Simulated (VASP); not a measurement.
Energy against volume of Pt3Ti (L1_2). Method: revTPSS meta-GGA, VASP's PBE PAW potentials (set 64) (plane waves; VASP).

```
V (Å³/atom)  E (eV/atom)
-----------  -----------
13.966          23.24639
14.411          23.20681
14.857          23.19395
15.303          23.20337
15.749          23.23144
```

### Question
Fit a third-order Birch-Murnaghan equation of state.

### Answer

```yaml
volume_per_atom: 14.88 Å³/atom
bulk_modulus: 265 GPa
pressure_derivative_of_the_bulk_modulus: 4.99
lattice_constant_a: 3.904 Å
```

Measured: a 3.916 Å (computed value off by -0.3 %), as given by Molecular Dynamics Simulations of PtTi High-Temperature Shape Memory Alloys Based on a Modified Embedded-Atom Method …. The calculation is for a static lattice, while the measured a holds thermal and zero-point effects, which are part of the difference.

The compound is Pt3Ti in the L1_2 structure. It was relaxed first.
